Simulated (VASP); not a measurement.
# H10C3 in VASP: further runs, part 2 of 2

VASP 6.6.1.

### 4 Single point, r2SCAN+D3(BJ)

POSCAR reads:

```
H10C3
1.0
    7.1919660000      0.0000000000      0.0000000000
    0.0000000000      7.1919660000      0.0000000000
    0.0000000000      0.0000000000      7.1919660000
C H
9 30
Direct
    0.2581630670      0.6291186582      0.9366284546
    0.2793811873      0.4308557632      1.0094041045
    0.6238906024      0.2764195493      0.4590956075
    0.7673423373      0.2483048446      0.3150459833
    0.2395311657      0.9787031807      0.5623358064
    0.2513777179      0.9605023161      0.3572875623
    0.6612795444      0.7498784060      0.2559661711
    0.7737105542      0.7180095123      0.7715831805
    0.1312714771      0.5020741199      0.4822186312
    0.3922015204      0.6800226809      0.8842088519
    0.1725258434      0.6678285187      0.8139916123
    0.2128903279      0.7203037389      1.0504081916
    0.1527954943      0.3563142540      0.9907443945
    0.3860696783      0.3619872508      0.9327908391
    0.2976515740      0.4210531585      1.1594187181
    0.4967070200      0.2928128414      0.3833027019
    0.5959705594      0.1471364019      0.5496410856
    0.6548835186      0.3779216976      0.5587067570
    0.8803295232      0.1596503654      0.3601796783
    0.7037992115      0.1629596135      0.2033240980
    0.8057184920      0.3696763861      0.2371396083
    0.2196895814      1.1305392712      0.5920773263
    0.1144749572      0.9125877403      0.6199000385
    0.3529354838      0.9174959948      0.6344718537
    0.2772121003      0.8166890667      0.3081354945
    0.1202730936      0.9803856136      0.2994730509
    0.3453575837      1.0577775256      0.2860413967
    0.7579012470      0.6388100277      0.2223592269
    0.5374747322      0.6755593672      0.2971232066
    0.6191352962      0.8264360538      0.1387659508
    0.7035906455      0.8568032719      0.3577325032
    0.8085132772      0.8467642923      0.8438860807
    0.8080405274      0.6069689428      0.8663416929
    0.8745870044      0.7224867303      0.6554257904
    0.6299946357      0.7125589860      0.7313438356
    0.2730824923      0.5340125357      0.5565098611
    0.0624307734      0.4328023798      0.5813987441
    0.1411853171      0.4120292004      0.3540478362
    0.0541993663      0.6235429923      0.4334697912
```

INCAR.step1 reads:

```
PREC = Accurate
ENCUT = 520
ISMEAR = -1
SIGMA = 0.05
LREAL = Auto
LASPH = True
NELM = 100
NBANDS = 58
GGA = PE
ALGO = Normal
EDIFF = 1E-4
LWAVE = True
LCHARG = False
```

INCAR.step2 reads:

```
PREC = Accurate
ENCUT = 520
EDIFF = 1E-6
ISMEAR = -1
SIGMA = 0.05
LREAL = Auto
LASPH = True
NELM = 100
ALGO = Normal
ISIF = 2
LWAVE = False
LCHARG = False
METAGGA = R2SCAN
LMIXTAU = True
IVDW = 12
VDW_S6 = 1.0
VDW_S8 = 0.78981345
VDW_A1 = 0.49484001
VDW_A2 = 5.73083694
NBANDS = 58
ISTART = 1
```

KPOINTS reads:

```
Automatic mesh
0
Gamma
  1 1 1
```

Launch:

```
$ cat potpaw_PBE.64/C/POTCAR potpaw_PBE.64/H/POTCAR > POTCAR
$ cp INCAR.step1 INCAR
$ mpirun -np 1 vasp_gam > vasp.out
$ cp INCAR.step2 INCAR
$ mpirun -np 1 vasp_gam > vasp.out
```

It took 1.9 min on 1 thread of AMD EPYC 9R45 (Zen 5), shared host; peak memory 0.39 GiB.

The run converged. Its results:

```yaml
Free_energy: -200.7446 eV
Pressure: 1.7 GPa
Largest_force: 4.252 eV/Å
Band_gap_on_the_k_mesh: 7.03 eV, direct
Dispersion_energy_per_atom: -0.019 eV
```

Forces on the atoms (eV/Å):
```
C    0.508  1.264 -0.031
C   -0.744  0.640 -0.384
C   -0.959 -2.575  0.827
C   -0.095 -1.886 -1.511
C   -1.280  1.455  0.524
C    0.951 -1.334 -1.006
C   -0.217 -0.183  0.860
C    1.444  0.788 -0.210
C    3.217  1.233 -2.492
H    0.071  0.050  0.705
H   -0.290 -1.137  0.686
H    0.107  0.071 -0.343
H   -0.900 -0.708 -0.393
H    0.650 -0.659 -0.128
H    0.696  0.379 -0.178
H   -0.846  0.806  0.336
H    0.518  0.944 -1.089
H    0.127  1.606  0.809
H    0.675  0.481  0.105
H    0.085  0.029  0.241
H    0.633  0.573  0.300
H    0.530 -0.882  0.341
H    0.092 -0.027 -0.265
H    0.978  0.034  0.547
H    0.519  0.533  0.433
H   -1.906  0.784 -0.831
H    0.055 -0.344  0.300
H    0.534  0.577  0.007
H   -0.298  0.036  0.593
H   -0.119  0.491 -1.406
H    0.064 -0.902 -0.030
H   -0.476  0.114  0.244
H    0.066 -0.426  0.066
H   -0.826 -0.541  0.176
H   -0.196  0.082 -0.360
H   -1.679 -0.138 -1.685
H   -2.336 -1.857  2.473
H    0.345  0.525  1.315
H    0.302  0.105  0.458
```

Stress tensor (GPa, compression positive):
```
 3.18 -0.23 -0.77
-0.23  0.66  0.45
-0.77  0.45  1.29
```

Levels at points of the mesh, in eV from the valence-band top:
```tsv
k point	band 29	band 30	band 31	band 32	band 33	band 34	band 35	band 36	band 37	band 38
(0.00, 0.00, 0.00)	-0.47	-0.43	-0.28	-0.23	0.00	7.03	8.83	8.93	8.98	9.24
```

Caveat: the PAW data sets were made with another functional, which shifts forces and pressure a little. r2SCAN opens gaps a little over a GGA but as a rule still falls short of measured ones.

### 5 Single point, r2SCAN+D3(BJ)

POSCAR reads:

```
H10C3
1.0
    7.1919660000      0.0000000000      0.0000000000
    0.0000000000      7.1919660000      0.0000000000
    0.0000000000      0.0000000000      7.1919660000
C H
9 30
Direct
    0.2603877716      0.6260040718      0.9357385727
    0.2682298554      0.4296738889      1.0173018059
    0.6201781265      0.2763500272      0.4616957310
    0.7673006241      0.2473037275      0.3071899951
    0.2431045975      0.9805802753      0.5603752854
    0.2464416545      0.9535918273      0.3533526160
    0.6696082824      0.7474451353      0.2545201131
    0.7780765371      0.7177175198      0.7718334597
    0.1262937005      0.5155752961      0.4859032982
    0.4033806611      0.6634069182      0.8889919669
    0.1547560153      0.6304395766      0.8232380409
    0.2241389906      0.7353065907      1.0362535084
    0.1515997156      0.3408247481      0.9828049799
    0.3886141842      0.3543676374      0.9583193246
    0.2996538082      0.4252383841      1.1670939490
    0.4895879652      0.3141839102      0.4007249200
    0.6041046356      0.1400451559      0.5310091844
    0.6430925841      0.3868483249      0.5564403391
    0.8975153665      0.1801037435      0.3519482712
    0.7026312416      0.1504456500      0.2036160905
    0.8184688304      0.3717342379      0.2383910046
    0.2408937973      1.1288429339      0.6090685078
    0.1197725351      0.9086806028      0.6111680728
    0.3706775032      0.9333331109      0.6310235616
    0.2864585289      0.8112524447      0.3265449253
    0.1065772558      0.9919679821      0.3070787598
    0.3500433678      1.0438035997      0.2801320251
    0.7737244587      0.6355563972      0.2253347694
    0.5354446893      0.6815243565      0.3027822990
    0.6475141846      0.8297592063      0.1303954996
    0.7149227346      0.8303710001      0.3771569554
    0.8008519506      0.8512554147      0.8393671494
    0.8102235189      0.5893937763      0.8392420098
    0.8386024072      0.7064688571      0.6317743994
    0.6288961878      0.7180512255      0.7428566820
    0.2812721862      0.5368629385      0.5399775249
    0.0395997423      0.4270459566      0.5748358655
    0.1466497478      0.4456778578      0.3507803012
    0.0574529969      0.6547444746      0.4641011929
```

INCAR.step1 reads:

```
PREC = Accurate
ENCUT = 520
ISMEAR = -1
SIGMA = 0.05
LREAL = Auto
LASPH = T
NELM = 100
NBANDS = 58
GGA = PE
ALGO = Normal
EDIFF = 1E-4
LWAVE = T
LCHARG = F
```

INCAR.step2 reads:

```
PREC = Accurate
ENCUT = 520
EDIFF = 1E-7
ISMEAR = -1
SIGMA = 0.05
LREAL = Auto
LASPH = T
NELM = 100
ALGO = Normal
ISIF = 2
LWAVE = F
LCHARG = F
METAGGA = R2SCAN
LMIXTAU = T
IVDW = 12
VDW_S6 = 1.0
VDW_S8 = 0.78981345
VDW_A1 = 0.49484001
VDW_A2 = 5.73083694
NBANDS = 58
ISTART = 1
```

KPOINTS reads:

```
regular mesh
0
Gamma
  1 1 1
```

Launch:

```
$ cat potpaw_PBE.64/C/POTCAR potpaw_PBE.64/H/POTCAR > POTCAR
$ cp INCAR.step1 INCAR
$ mpirun -np 1 vasp_gam > vasp.out
$ cp INCAR.step2 INCAR
$ mpirun -np 1 vasp_gam > vasp.out
```

It took 1.8 min on 1 thread of AMD EPYC 9R45 (Zen 5), shared host; peak memory 0.39 GiB.

The run converged. Its results:

```yaml
Free_energy: -201.1910 eV
Pressure: -1.2 GPa
Largest_force: 2.603 eV/Å
Band_gap_on_the_k_mesh: 6.89 eV, direct
Dispersion_energy_per_atom: -0.019 eV
```

Forces in eV/Å, atoms in the order of the input:
```
C    0.197  0.160 -0.050
C    1.363 -0.378  0.031
C    0.738 -1.291 -0.992
C   -0.222 -0.686 -0.239
C    0.711  1.194  1.183
C    0.619  1.246 -0.266
C   -0.262 -1.030  1.234
C   -1.110  0.359 -1.813
C    1.760  0.744 -0.162
H   -0.990 -0.077 -0.124
H    0.839  0.199  0.320
H   -0.181 -0.367 -0.049
H   -0.512  0.077  0.259
H   -0.221  0.154 -0.094
H   -0.352  0.124 -0.395
H   -0.672 -0.161 -0.465
H   -0.138  0.635  0.149
H    0.802  0.632  0.976
H   -0.486 -0.025  0.351
H    0.540  0.692  0.342
H   -0.438  0.140 -0.101
H   -0.446 -0.648 -0.610
H    0.232  0.050  0.553
H   -0.378 -0.494 -0.174
H   -0.410 -0.206 -0.426
H    0.246 -0.432 -0.615
H   -0.569 -0.417  0.389
H   -0.684  0.829  0.193
H    1.022  0.302 -0.694
H   -0.114  0.141  0.145
H   -0.053 -0.143 -0.920
H    0.705 -0.386  0.201
H    0.346 -0.193  0.957
H    0.156  0.436  0.575
H   -0.074 -0.177  0.057
H   -2.563 -0.259 -0.376
H    0.441  0.208  0.037
H   -0.496  0.283  0.485
H    0.655 -1.236  0.125
```

Stress tensor (GPa, compression positive):
```
-2.95  0.08  0.08
 0.08 -1.11 -0.58
 0.08 -0.58  0.59
```

Levels at points of the mesh, in eV from the valence-band top:
| k point | band 29 | band 30 | band 31 | band 32 | band 33 | band 34 | band 35 | band 36 | band 37 | band 38 |
| --- | --- | --- | --- | --- | --- | --- | --- | --- | --- | --- |
| (0.00, 0.00, 0.00) | -0.70 | -0.60 | -0.48 | -0.36 | 0.00 | 6.89 | 8.70 | 8.93 | 8.97 | 9.14 |

Caveat: the PAW data sets were made with another functional, which shifts forces and pressure a little. r2SCAN opens gaps a little over a GGA but as a rule still falls short of measured ones.

### 6 Single point, r2SCAN+D3(BJ)

POSCAR reads:

```
H10C3
1.0
    7.1919660000      0.0000000000      0.0000000000
    0.0000000000      7.1919660000      0.0000000000
    0.0000000000      0.0000000000      7.1919660000
C H
9 30
Direct
    0.2621397265      0.6222081695      0.9371429175
    0.2627515202      0.4260726483      1.0224881486
    0.6185235025      0.2757799467      0.4598186365
    0.7670364404      0.2449677877      0.3005297856
    0.2487636899      0.9854607210      0.5637818644
    0.2425901346      0.9497820207      0.3493064344
    0.6761294478      0.7438299903      0.2560913108
    0.7765470526      0.7167442115      0.7658823749
    0.1235823417      0.5278111715      0.4870434593
    0.3971792970      0.6560097754      0.8776042601
    0.1644612892      0.6058565905      0.8278403986
    0.2191334052      0.7331235993      1.0280360057
    0.1327175351      0.3435361068      0.9951938038
    0.3852771273      0.3458998555      0.9722793461
    0.2860692056      0.4399353390      1.1711262261
    0.4792430887      0.3222623689      0.4144068534
    0.6017547914      0.1523227446      0.5344852854
    0.6699558924      0.3864868104      0.5633786367
    0.8933857585      0.1982767994      0.3700100918
    0.7164522190      0.1518778036      0.1928818907
    0.8029793244      0.3803271595      0.2403237168
    0.2360411604      1.1282867578      0.6014071813
    0.1404900969      0.9091255437      0.6355842060
    0.3776158007      0.9180799798      0.6217215154
    0.2691336416      0.8070533148      0.3203157523
    0.1046167348      0.9817899584      0.2722343237
    0.3509193453      1.0297045342      0.2802015471
    0.7891444426      0.6463601191      0.2262385556
    0.5395742972      0.6791884166      0.2865280509
    0.6688574445      0.8375873857      0.1331068584
    0.7330262685      0.8182602643      0.3709555913
    0.8338053878      0.8310662203      0.8493922246
    0.8246701945      0.5975000438      0.8498788787
    0.8257825468      0.7120862362      0.6265602479
    0.6238906024      0.7143526541      0.7581793351
    0.2551875245      0.5401304734      0.5473746678
    0.0313266220      0.4255025677      0.5762958279
    0.1255706715      0.4766429652      0.3520316976
    0.0674224544      0.6677450922      0.4957893294
```

INCAR.step1 reads:

```
SYSTEM = H10C3
ALGO = Normal
EDIFF = 1E-4
ENCUT = 520
GGA = PE
ISMEAR = -1
LASPH = .True.
LCHARG = .False.
LREAL = Auto
LWAVE = .True.
NBANDS = 58
NELM = 100
PREC = Accurate
SIGMA = 0.05
```

INCAR.step2 reads:

```
SYSTEM = H10C3
ALGO = Normal
EDIFF = 1E-6
ENCUT = 520
ISIF = 2
ISMEAR = -1
ISTART = 1
IVDW = 12
LASPH = .True.
LCHARG = .False.
LMIXTAU = .True.
LREAL = Auto
LWAVE = .False.
METAGGA = R2SCAN
NBANDS = 58
NELM = 100
PREC = Accurate
SIGMA = 0.05
VDW_A1 = 0.49484001
VDW_A2 = 5.73083694
VDW_S6 = 1.0
VDW_S8 = 0.78981345
```

KPOINTS reads:

```
k-points
0
Gamma
  1 1 1
  0 0 0
```

Potentials or basis: VASP PAW PBE potentials, release 64 (C, H).

Launch:

```
$ cat potpaw_PBE.64/C/POTCAR potpaw_PBE.64/H/POTCAR > POTCAR
$ cp INCAR.step1 INCAR
$ mpirun -np 1 vasp_gam > vasp.out
$ cp INCAR.step2 INCAR
$ mpirun -np 1 vasp_gam > vasp.out
```

Wall time 1.7 min (1 thread of AMD EPYC 9R45 (Zen 5), shared host); peak memory 0.38 GiB.

Results (log left out):

```
Free energy                : -201.0826 eV
Pressure                   : -0.2 GPa
Largest force              : 3.879 eV/Å
Band gap on the k mesh     : 7.29 eV, direct
Dispersion energy per atom : -0.019 eV
```

Forces in eV/Å, atoms in the order of the input:
```
C    0.247 -1.176 -0.205
C    0.661 -0.290  0.251
C    1.073  2.293 -0.613
C   -0.856  1.298  1.297
C    0.460 -1.733 -0.813
C   -1.330  1.215  0.017
C    0.179  0.027 -1.216
C   -0.312 -0.386  1.435
C   -2.799 -0.772  2.572
H   -0.114  0.057  0.161
H   -0.578  0.726 -0.978
H   -0.189  0.152  0.342
H    0.825  0.625  0.261
H   -0.666  0.152 -0.010
H   -0.093 -0.384  0.109
H    0.524 -0.173 -0.184
H   -0.260 -1.482  0.931
H   -0.385 -1.048 -1.053
H    0.011 -0.433 -0.326
H    0.161 -0.160  0.052
H   -0.149 -0.408 -0.126
H    0.248  0.764  0.162
H   -0.469  0.005  0.006
H   -0.539  0.880 -0.412
H    0.220 -0.819 -0.078
H    1.387 -0.094  1.226
H    0.056  0.110 -0.090
H   -0.572 -0.306 -0.176
H    0.871  0.138 -0.150
H   -0.290 -0.450  0.767
H   -0.325  0.750  0.694
H   -0.426  0.301 -0.630
H   -0.272 -0.113 -0.671
H    0.582 -0.025 -0.375
H    0.468  0.282  0.305
H    1.648 -0.308  0.519
H    1.326  1.539 -1.137
H    0.058 -0.474 -1.609
H   -0.385 -0.276 -0.254
```

Stress tensor (GPa, compression positive):
```
-1.75 -0.77 -0.50
-0.77  0.86  0.10
-0.50  0.10  0.15
```

Levels at points of the mesh, in eV from the valence-band top:
```
           k point  band 31  band 32  band 33  band 34  band 35  band 36
(0.00, 0.00, 0.00)    -0.14    -0.10     0.00     7.29     9.18     9.20
```

Caveat: the PAW data sets were made with another functional, which shifts forces and pressure a little.
